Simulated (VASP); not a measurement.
```xyz
2
Lattice="4.2347 -2.2945 0.0110 4.2347 2.2945 0.0110 2.9816 0.0000 3.7825" Properties=species:S:1:pos:R:3 pbc="T T T"
Bi     2.6795     0.0000     0.8903
Bi     8.7715     0.0000     2.9143
```

Calculation: PBE GGA, VASP's PBE PAW potentials (set 64) (plane waves; VASP). Numerical set-up: PREC = Normal, EDIFF = 1E-5, 400 eV cut-off, 12×12×12 Γ-centred mesh, first-order Methfessel-Paxton smearing of 0.10 eV, potentials Bi.

Unless said otherwise, spin-orbit coupling is left out, though it shifts the bands of the heavy elements here.

Task: What does the run give for the energy per atom (σ→0), band gap (on the k-mesh) with the smallest direct gap where there is one?

Result: 
The band gap (on the k-mesh) is none (metal, semimetal or under 0.01 eV) and the energy per atom (σ→0) is -3.875 eV/atom.

Only differences to runs with the same potentials and settings are physical.

The compound is Bi in the a7 structure. It was relaxed first.
